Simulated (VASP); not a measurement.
# Nb on the Ru site in Ru, part 4 of 4

Aim: the formation energy and local structure of Nb on the Ru site in Ru.

VASP 6.6.1, plane waves and PAW; the level of theory is named at each step.

So far. Step 4 (Reference Nb): The run ended after 3 ionic steps, 0.001 eV below its first step, once forces and stress met EDIFFG = -0.02. Step 4 (Reference Nb): Energy at zero smearing: -10.80634 eV.

## (5) The defect cell

This step: PBEsol; plane waves and PAW (Nb_pv, Ru) (VASP 6.6.1).

System of this step: NbRu35. The cell holds 36 atoms: 1 Nb and 35 Ru. Its edges and angles: a = 8.058 Å, b = 8.058 Å, c = 8.466 Å, α = 90.0°, β = 90.0°, γ = 120.0°. It derives from Ru. Nearest the centre at fractional (0.000, 0.000, 0.000): Nb1 at 0.00 Å, Ru23 at 2.62 Å, Ru35 at 2.62 Å, Ru24 at 2.62 Å, Ru36 at 2.62 Å, Ru19 at 2.62 Å, Ru20 at 2.62 Å, Ru7 at 2.69 Å.

The host is treated as a metal, since its gap is under 0.3 eV or closed. The run keeps 12 symmetry operations, which cuts the number of k-points but bars distortions that break them. The atoms relax at the host's fixed cell.

INCAR reads:

```
SYSTEM = NbRu35
PREC = Normal
ENCUT = 300
EDIFF = 1E-05
NELM = 120
ISMEAR = 1
SIGMA = 0.2
LREAL = Auto
ALGO = Fast
GGA = PS
NBANDS = 176
LASPH = .TRUE.
LORBIT = 11
LWAVE = .FALSE.
LCHARG = .TRUE.
KPAR = 4
NCORE = 2
IBRION = 2
NSW = 50
ISIF = 2
EDIFFG = -0.03
POTIM = 0.4
MAXMIX = 40
ISYM = 2
```

POSCAR reads:

```
NbRu35
1.0
    8.0578742850      0.0000000000      0.0000000000
   -4.0289371425      6.9783238314      0.0000000000
    0.0000000000      0.0000000000      8.4663850382
Nb Ru
1 35
Direct
    0.0000000000      0.0000000000      0.0000000000
    0.0000000000      0.0000000000      0.5000000000
    0.0000000000      0.3333333300      0.0000000000
    0.0000000000      0.3333333300      0.5000000000
    0.0000000000      0.6666666700      0.0000000000
    0.0000000000      0.6666666700      0.5000000000
    0.3333333300      0.0000000000      0.0000000000
    0.3333333300      0.0000000000      0.5000000000
    0.3333333300      0.3333333300      0.0000000000
    0.3333333300      0.3333333300      0.5000000000
    0.3333333300      0.6666666700      0.0000000000
    0.3333333300      0.6666666700      0.5000000000
    0.6666666700      0.0000000000      0.0000000000
    0.6666666700      0.0000000000      0.5000000000
    0.6666666700      0.3333333300      0.0000000000
    0.6666666700      0.3333333300      0.5000000000
    0.6666666700      0.6666666700      0.0000000000
    0.6666666700      0.6666666700      0.5000000000
    0.1111111100      0.2222222200      0.2500000000
    0.1111111100      0.2222222200      0.7500000000
    0.1111111100      0.5555555600      0.2500000000
    0.1111111100      0.5555555600      0.7500000000
    0.1111111100      0.8888888900      0.2500000000
    0.1111111100      0.8888888900      0.7500000000
    0.4444444400      0.2222222200      0.2500000000
    0.4444444400      0.2222222200      0.7500000000
    0.4444444400      0.5555555600      0.2500000000
    0.4444444400      0.5555555600      0.7500000000
    0.4444444400      0.8888888900      0.2500000000
    0.4444444400      0.8888888900      0.7500000000
    0.7777777800      0.2222222200      0.2500000000
    0.7777777800      0.2222222200      0.7500000000
    0.7777777800      0.5555555600      0.2500000000
    0.7777777800      0.5555555600      0.7500000000
    0.7777777800      0.8888888900      0.2500000000
    0.7777777800      0.8888888900      0.7500000000
```

KPOINTS reads:

```
Automatic mesh
0
Gamma
5 5 4
0 0 0
```

PAW data sets: Nb_pv and Ru (PBE family, release 64).

Command:

```console
$ mpirun -np 8 vasp_std
```

Log:

```text
[banner, memory and clock lines left out]
running    8 mpi-ranks, on    1 nodes
 distrk:  each k-point on    2 cores,    4 groups
 distr:  one band on    2 cores,    1 groups

 POSCAR found type information on POSCAR NbRu
 POSCAR found :  2 types and      36 ions
 [... a notice as in an earlier step ...]

 LDA part: xc-table for (Slater+PW92), standard interpolation
 POSCAR, INCAR and KPOINTS ok, starting setup
 FFT: planning ... GRIDC
 FFT: planning ... GRID_SOFT
 FFT: planning ... GRID
 WAVECAR not read
 entering main loop
       N       E                     dE             d eps       ncg     rms          rms(c)
DAV:   1     0.140036164034E+04    0.14004E+04   -0.95300E+04  5408   0.103E+03
DAV:   2    -0.231041787672E+03   -0.16314E+04   -0.15254E+04  5576   0.298E+02
DAV:   3    -0.386590978523E+03   -0.15555E+03   -0.14610E+03  8928   0.849E+01
DAV:   4    -0.395840489067E+03   -0.92495E+01   -0.88957E+01  7064   0.181E+01
DAV:   5    -0.396557436883E+03   -0.71695E+00   -0.70706E+00  8920   0.716E+00    0.873E+01
RMM:   6    -0.373073989301E+03    0.23483E+02   -0.63323E+01  5503   0.209E+01    0.352E+01
RMM:   7    -0.381088204634E+03   -0.80142E+01   -0.63205E+01  6958   0.183E+01    0.237E+01
RMM:   8    -0.368217663004E+03    0.12871E+02   -0.23995E+01  6006   0.119E+01    0.538E+00
RMM:   9    -0.368351572421E+03   -0.13391E+00   -0.66342E+00  7573   0.586E+00    0.349E+00
RMM:  10    -0.368223391729E+03    0.12818E+00   -0.15051E+00  6813   0.206E+00    0.159E+00
RMM:  11    -0.368219142053E+03    0.42497E-02   -0.45731E-01  8089   0.998E-01    0.150E+00
RMM:  12    -0.368207279193E+03    0.11863E-01   -0.94710E-02  8213   0.401E-01    0.140E+00
RMM:  13    -0.368180916209E+03    0.26363E-01   -0.14409E-01  7425   0.877E-01    0.102E+00
RMM:  14    -0.368183608730E+03   -0.26925E-02   -0.72197E-02  6727   0.495E-01    0.791E-01
RMM:  15    -0.368175682964E+03    0.79258E-02   -0.11517E-02  7649   0.251E-01    0.651E-01
RMM:  16    -0.368171285321E+03    0.43976E-02   -0.50570E-03  7837   0.109E-01    0.546E-01
RMM:  17    -0.368165327015E+03    0.59583E-02   -0.10675E-02  7912   0.177E-01    0.299E-01
RMM:  18    -0.368164324093E+03    0.10029E-02   -0.28162E-02  8851   0.254E-01    0.117E-01
RMM:  19    -0.368164826246E+03   -0.50215E-03   -0.63365E-03  7455   0.101E-01    0.126E-01
RMM:  20    -0.368164883473E+03   -0.57227E-04   -0.16593E-03  7655   0.524E-02    0.123E-01
RMM:  21    -0.368164627559E+03    0.25591E-03   -0.44540E-04  6839   0.481E-02    0.957E-02
RMM:  22    -0.368164455854E+03    0.17170E-03   -0.16618E-03  8626   0.759E-02    0.227E-02
RMM:  23    -0.368164520306E+03   -0.64451E-04   -0.51767E-04  7243   0.343E-02    0.410E-02
RMM:  24    -0.368164499857E+03    0.20448E-04   -0.86305E-05  4299   0.165E-02    0.307E-02
RMM:  25    -0.368164486824E+03    0.13033E-04   -0.24811E-05  3702   0.160E-02    0.169E-02
RMM:  26    -0.368164479888E+03    0.69367E-05   -0.10608E-04  5385   0.220E-02    0.505E-03
RMM:  27    -0.368164480445E+03   -0.55680E-06   -0.14215E-05  3549   0.186E-02
   1 F= -.36816448E+03 E0= -.36816592E+03  d E =-.368164E+03
 curvature:   0.00 expect dE= 0.000E+00 dE for cont linesearch  0.000E+00
 trial: gam= 0.00000 g(F)=  0.248E+00 g(S)=  0.000E+00 ort = 0.000E+00 (trialstep = 0.100E+01)
 search vector abs. value=  0.248E+00
 bond charge predicted
       N       E                     dE             d eps       ncg     rms          rms(c)
DAV:   1    -0.368272314800E+03   -0.10783E+00   -0.32171E+01  5488   0.107E+01    0.197E+00
RMM:   2    -0.368387964899E+03   -0.11565E+00   -0.11129E+00  7355   0.280E+00    0.169E+00
RMM:   3    -0.368386011620E+03    0.19533E-02   -0.30521E-01  7306   0.929E-01    0.181E+00
RMM:   4    -0.368321135673E+03    0.64876E-01   -0.45608E-02  7204   0.658E-01    0.149E+00
RMM:   5    -0.368318570180E+03    0.25655E-02   -0.77041E-01  9139   0.164E+00    0.717E-01
RMM:   6    -0.368292376311E+03    0.26194E-01   -0.12675E-01  7636   0.101E+00    0.183E-01
RMM:   7    -0.368294781612E+03   -0.24053E-02   -0.16418E-02  7424   0.342E-01    0.222E-01
RMM:   8    -0.368294247319E+03    0.53429E-03   -0.54536E-03  7923   0.124E-01    0.198E-01
RMM:   9    -0.368293450156E+03    0.79716E-03   -0.31189E-03  7558   0.118E-01    0.836E-02
RMM:  10    -0.368293391633E+03    0.58523E-04   -0.22227E-03  7878   0.810E-02    0.208E-02
RMM:  11    -0.368293420445E+03   -0.28812E-04   -0.43034E-04  6766   0.347E-02    0.133E-02
RMM:  12    -0.368293434586E+03   -0.14142E-04   -0.23386E-04  5247   0.336E-02    0.169E-02
RMM:  13    -0.368293443665E+03   -0.90785E-05   -0.77203E-05  4321   0.191E-02
   2 F= -.36829344E+03 E0= -.36829688E+03  d E =-.128963E+00
[...]
3 F= -.36829475E+03 E0= -.36829839E+03  d E =-.130265E+00
[...]
4 F= -.36829481E+03 E0= -.36829842E+03  d E =-.130329E+00
[...]
5 F= -.36829919E+03 E0= -.36830272E+03  d E =-.438050E-02
[...]
6 F= -.36829919E+03 E0= -.36830273E+03  d E =-.438345E-02
 curvature:  -0.52 expect dE=-0.578E-03 dE for cont linesearch -0.504E-06
 trial: gam= 0.12078 g(F)=  0.111E-02 g(S)=  0.000E+00 ort = 0.894E-04 (trialstep = 0.102E+01)
 search vector abs. value=  0.125E-02
 bond charge predicted
       N       E                     dE             d eps       ncg     rms          rms(c)
DAV:   1    -0.368299706806E+03   -0.51314E-03   -0.16091E-01  5552   0.759E-01    0.165E-01
RMM:   2    -0.368300045010E+03   -0.33820E-03   -0.31025E-03  7014   0.190E-01    0.286E-01
RMM:   3    -0.368300150614E+03   -0.10560E-03   -0.11826E-03  7932   0.669E-02    0.223E-01
RMM:   4    -0.368299903007E+03    0.24761E-03   -0.37377E-04  6716   0.461E-02    0.945E-02
RMM:   5    -0.368299846107E+03    0.56900E-04   -0.52751E-04  7130   0.497E-02    0.138E-02
RMM:   6    -0.368299855302E+03   -0.91948E-05   -0.11643E-04  5557   0.224E-02    0.236E-02
RMM:   7    -0.368299859673E+03   -0.43715E-05   -0.26842E-05  3558   0.283E-02
   7 F= -.36829986E+03 E0= -.36830344E+03  d E =-.666726E-03
 trial-energy change:   -0.000667  1 .order   -0.000684   -0.001143   -0.000226
 step:   1.2760(harm=  1.2760)  dis= 0.00186  next Energy=  -368.299905 (dE=-0.712E-03)
 reached required accuracy - stopping structural energy minimisation
```

It took 7 min on 8 MPI ranks of AMD EPYC 7R43, shared host; peak memory 2.6 GiB.

From OUTCAR (step 5):

```text
   NELECT =     291.0000    total number of electrons

 E-fermi :  12.7611

 k-point     1 :       0.0000    0.0000    0.0000
  band No.  band energies     occupation
    ...
    136      11.8386      2.00000
    137      11.8386      2.00000
    138      11.8530      2.00000
    139      12.0210      2.00000
    140      12.0210      2.00000
    141      12.9039      0.07062
    142      12.9521     -0.03956
    143      13.0114     -0.07070
    144      13.0114     -0.07070
    145      13.0879     -0.04299
    ...

  Total        5.2953587      5.2953587     11.3527386      0.0000000      0.0000000      0.0000000
  in kB       17.8211752     17.8211752     38.2068820      0.0000000      0.0000000      0.0000000
  external PRESSURE =      24.6164108 kB  Pullay stress =       0.0000000 kB

 POSITION                                       TOTAL-FORCE (eV/Angst)
 -----------------------------------------------------------------------------------
      8.05787      0.00000      8.46639         0.000000      0.000000     -0.000000
      8.05787      0.00000      4.23319         0.000000      0.000000     -0.000000
      6.69835      2.34827      8.46639        -0.006668     -0.002960     -0.000000
      6.69956      2.32959      4.23319        -0.007800     -0.002942     -0.000000
      5.38284      4.62681      8.46639        -0.005898     -0.004295     -0.000000
      5.36727      4.63719      4.23319        -0.006448     -0.005285     -0.000000
      2.71342      0.00325      8.46639         0.000770      0.007255     -0.000000
      2.69664      0.01154      4.23319         0.001353      0.008226     -0.000000
      1.35952      2.34827      8.46639         0.006668     -0.002960     -0.000000
      1.35831      2.32959      4.23319         0.007800     -0.002942     -0.000000
     -0.00000      4.65222      8.46639         0.000000      0.000000     -0.000000
     -0.00000      4.65222      4.23319         0.000000      0.000000     -0.000000
      5.34445      0.00325      8.46639        -0.000770      0.007255     -0.000000
      5.36123      0.01154      4.23319        -0.001353      0.008226     -0.000000
      4.02894      2.32611      8.46639         0.000000      0.000000     -0.000000
      4.02894      2.32611      4.23319         0.000000      0.000000     -0.000000
      2.67504      4.62681      8.46639         0.005898     -0.004295     -0.000000
      2.69061      4.63719      4.23319         0.006448     -0.005285     -0.000000
      0.00000      1.56822      2.14487         0.000000     -0.003821      0.012951
      0.00000      1.56822      6.32152         0.000000     -0.003821     -0.012951
     -1.34257      3.87708      2.11900        -0.004602     -0.002657     -0.020004
     -1.34257      3.87708      6.34739        -0.004602     -0.002657      0.020004
     -2.67082      6.19422      2.14487        -0.003309      0.001910      0.012951
     -2.67082      6.19422      6.32152        -0.003309      0.001910     -0.012951
[...]
-----------------------------------------------------------------------------------
    total drift:                                0.000009     -0.000005     -0.000000

  FREE ENERGIE OF THE ION-ELECTRON SYSTEM (eV)
  ---------------------------------------------------
  free  energy   TOTEN  =      -368.2998596734 eV

  energy  without entropy=     -368.3105881444  energy(sigma->0) =     -368.30343583

[... 7 parts as in an earlier step ...]

[... 11 further parts left out ...]
```

The run keeps the 12 symmetry operations of its start, so it cannot find a distortion of lower symmetry.

The steps of the relaxation:

```csv
step,energy less that of the first step (eV),largest force (eV/Å)
1,0.0000,0.7137
2,-0.1290,0.1386
3,-0.1303,0.1260
4,-0.1303,0.1269
5,-0.1347,0.0424
6,-0.1347,0.0427
7,-0.1354,0.0207
```

The atoms that moved most (Å):

```csv
atom,dx,dy,dz,length
Ru24,0.015,-0.009,-0.028,0.033
Ru23,0.015,-0.009,0.028,0.033
Ru36,-0.015,-0.009,-0.028,0.033
Ru35,-0.015,-0.009,0.028,0.033
Ru20,0.000,0.017,-0.028,0.033
Ru19,0.000,0.017,0.028,0.033
Ru7,0.027,0.003,0.000,0.028
Ru13,-0.027,0.003,0.000,0.028
```

The relaxed structure:

```
Nb Ru
1.0
     8.05787    0.00000    0.00000
    -4.02894    6.97832    0.00000
     0.00000    0.00000    8.46639
Nb Ru
1 35
Direct
  0.00000 0.00000 0.00000
  0.00000 0.00000 0.50000
  0.99953 0.33651 0.00000
  0.99835 0.33383 0.50000
  0.99953 0.66303 0.00000
  0.99835 0.66451 0.50000
  0.33697 0.00047 0.00000
  0.33549 0.00165 0.50000
  0.33697 0.33651 0.00000
  0.33549 0.33383 0.50000
  0.33333 0.66667 0.00000
  0.33333 0.66667 0.50000
  0.66349 0.00047 0.00000
  0.66617 0.00165 0.50000
  0.66667 0.33333 0.00000
  0.66667 0.33333 0.50000
  0.66349 0.66303 0.00000
  0.66617 0.66451 0.50000
  0.11236 0.22473 0.25334
  0.11236 0.22473 0.74666
  0.11118 0.55559 0.25028
  0.11118 0.55559 0.74972
  0.11236 0.88764 0.25334
  0.11236 0.88764 0.74666
  0.44375 0.22187 0.24988
  0.44375 0.22187 0.75013
  0.44441 0.55559 0.25028
  0.44441 0.55559 0.74972
  0.44441 0.88882 0.25028
  0.44441 0.88882 0.74972
  0.77813 0.22187 0.24988
  0.77813 0.22187 0.75013
  0.77813 0.55625 0.24988
  0.77813 0.55625 0.75013
  0.77527 0.88764 0.25334
  0.77527 0.88764 0.74666
```

Numbers from this step:

```yaml
electronic_cycles: 70
electrons: 291
free_energy_toten: -368.2999 eV
energy_at_zero_smearing: -368.3034 eV
fermi_energy: 12.76 eV
```

Valence density in the ab plane at fractional z = 0.000, through the centre, with atoms of Nb and Ru within 0.45 Å of it. It is the smooth field of the valence electrons, not physical close to the nuclei.

Ten even steps from '0' (0.3 e/Å³) to '9' (4.5 e/Å³), each cell a mean:
```
84100134420002443100158
41000122100002321000145
00000011000001100000011
00000000000000000000000
00000000010000000000000
22100001221000122210001
44200024431000244200013
53100135521001454200024
42000134310002442100134
10000122100002220000122
00000000000000000000000
00000000000000000000000
11100000111000011100000
33200012331000123210002
54200024531001354200024
53100135420002454100125
21000133210002332000123
10000111000001110000011
00000000000000000000000
00000000000000000000000
33200001221000012100001
77300013431000234210014
97300125531001454200048
```
Columns run along a (8.1 Å), rows up along b (8.1 Å). Atoms in or near the plane, at fractional coordinates: Nb at (0.00, 0.00), Ru at (0.00, 0.34), Ru at (0.00, 0.66), Ru at (0.34, 0.00), Ru at (0.34, 0.34), Ru at (0.33, 0.67), Ru at (0.66, 0.00), Ru at (0.67, 0.33), Ru at (0.66, 0.66).

The run ended after 7 ionic steps, 0.135 eV below its first step, once the forces on the free atoms met EDIFFG = -0.03.

The 12 first neighbours (Ru) lie 2.65 Å from the site on average (2.62 to 2.69) in the perfect crystal and 2.69 Å on average from the atom on it after the relaxation (+1.1 %).

## (6) Formation energies

This step: point defect, PBEsol; plane waves and PAW (VASP 6.6.1).

Derived from the runs above.

Numbers from this step:

| Item | Value |
| --- | --- |
| formation energy of the neutral defect | -0.1968 eV |

Formation energy:

```csv
formation energy (eV),largest move (Å)
-0.1968,0.03324
```

E_f is E(defect cell) less E(perfect cell), corrected for the atoms exchanged with their references.

References, in eV an atom: Nb -10.806 (crystal Im-3m) and Ru -10.209 (the host). They were run at the supercell's cutoff and functional, without U, and count both elements from their own phases.

## (7) Summary of results

* formation energy at charge 0: -0.197 eV

What this shows: Nb on the Ru site costs -0.20 eV, with every exchanged atom at the energy of its element. The 12 first neighbours (Ru) lie 2.65 Å from the site on average (2.62 to 2.69) in the perfect crystal and 2.69 Å on average from the atom on it after the relaxation (+1.1 %). The neutral formation energy is negative against the pure elements. These references then lie outside the range where the host is stable, or the host takes the defect up of itself. With metallic smearing the value can move by tenths of an eV with the k mesh. The supercell of 36 atoms is small, so interactions between images remain.

[Lines on the potential files, build, host, timing and source positions are cut from VASP's logs without a mark.]

[Logs are printed without paths, hosts, clocks, repeated set-up lines and the standing remarks that a program may print on its own settings, such as how far it seeks lower states.]

[Hosts, paths, dates, database ids (printed as entryN), source tags and the programs' standing remarks are cut or masked in the printed files.]

[In band tables of VASP the shares of atoms and orbitals are scaled to a sum of 1 inside the atoms' spheres.]

[Runs that stopped without an error message from VASP are left out.]
